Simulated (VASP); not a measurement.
Input:

```
CELL_PARAMETERS angstrom
      0.00000     2.26717     2.26717
      2.26717     0.00000     2.26717
      2.26717     2.26717     0.00000
ATOMIC_POSITIONS crystal
  Hf 0.00000 0.00000 0.00000
  N  0.50000 0.50000 0.50000
```

Level of theory: PBE GGA, VASP's PBE PAW potentials (set 64) (plane waves; VASP). Settings: 600 eV cut-off, 14×14×14 Γ-centred mesh, first-order Methfessel-Paxton smearing of 0.10 eV, potentials Hf_pv N.

Energy and stress use the plane-wave basis of the starting cell.

### Question
The ions, cell shape and volume at an external pressure of 20.0 GPa are relaxed. What does this cell relax into?

### Answer

```
CELL_PARAMETERS angstrom
      0.00000     2.21888     2.21888
      2.21888     0.00000     2.21888
      2.21888     2.21888     0.00000
ATOMIC_POSITIONS crystal
  Hf 0.00000 0.00000 0.00000
  N  0.50000 0.50000 0.50000
```
Space group Fm-3m (225), at a tolerance of 0.03 Å.

### Question
How do energy and volume change from the first to the last step?

### Answer
The energy (σ→0) changes by +42.7 meV/atom and the volume by -6.3 %, in 7 ionic steps.

```
step  E(σ→0) (eV)  max force (eV/Å)  pressure (GPa)  volume (Å³)
----  -----------  ----------------  --------------  -----------
1        -21.7554             0.000           -0.07        23.31
2        -20.6369             0.000           95.08        18.72
3        -21.6797             0.000           18.72        21.93
4        -21.6717             0.000           19.78        21.86
5        -21.6682             0.000           20.24        21.84
6        -21.6737             0.000           19.52        21.88
7        -21.6699             0.000           20.01        21.85
```

The compound is HfN in the rock salt structure. This run relaxes it under an external pressure of 20 GPa. Symmetry was kept, so distortions that lower it aren't found. The electron count is odd and the run is not spin-polarised, which forces a metal.
